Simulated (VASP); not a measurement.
The input files of a VASP run:

**POSCAR**
```
LiCl
1
    3.2760187313     0.0000000000     0.0000000000
    0.0000000000     3.2760187313     0.0000000000
    0.0000000000     0.0000000000     3.2760187313
Li Cl
1 1
Direct
  0.0000000000   0.0000000000   0.0000000000
  0.5000000000   0.5000000000   0.5000000000
```

### KPOINTS
```
Regular mesh
0
Gamma
 9 9 9
```

INCAR:
```
# general
SYSTEM=LiCl
PREC  =Accurate
ENCUT =520
LREAL =.False.   # projection in real space or not
LASPH =.True.

# electronic loop
EDIFF =1E-7
NELM  =100
ALGO  =Normal

# smearing
ISMEAR=-5

# functional
GGA   =PE   # PBE

# ions
ISIF  =2

# output
LWAVE =.False.
LCHARG=.True.
LORBIT=11   # lm-projected
NEDOS =601   # DOS grid
```

POTCAR, in this order: Li_sv Cl (PBE.64 set). Program: vasp_std.

Q: Write an equivalent input for Quantum ESPRESSO's pw.x.

A: One equivalent input (not run):
```
&CONTROL
  calculation = 'scf'
  pseudo_dir = './pseudo'
  outdir = './out'
  tprnfor = .true.
  tstress = .true.
/
&SYSTEM
  ibrav = 0
  nat = 2
  ntyp = 2
  ecutwfc = 74
  occupations = 'tetrahedra'
  input_dft = 'pbe'
/
&ELECTRONS
  conv_thr = 7.3e-09
  electron_maxstep = 100
/
ATOMIC_SPECIES
  Li 6.940 Li.upf
  Cl 35.450 Cl.upf
CELL_PARAMETERS angstrom
     3.2760187    0.0000000    0.0000000
     0.0000000    3.2760187    0.0000000
     0.0000000    0.0000000    3.2760187
ATOMIC_POSITIONS crystal
  Li   0.0000000  0.0000000  0.0000000
  Cl   0.5000000  0.5000000  0.5000000
K_POINTS automatic
  9 9 9 0 0 0
```
The two are equivalent in intent, not identical: the potentials are each code's own (VASP's PAW set, PseudoDojo norm-conserving files in pw.x), so ENCUT and ecutwfc are chosen apart and not converted; conv_thr bounds pw.x's estimated SCF error, while EDIFF bounds the energy change between steps.

The structure was generated: LiCl was put into the CsCl type type (Pm-3m), which need not be its known phase. It was relaxed first, which changed the volume by +32 %.
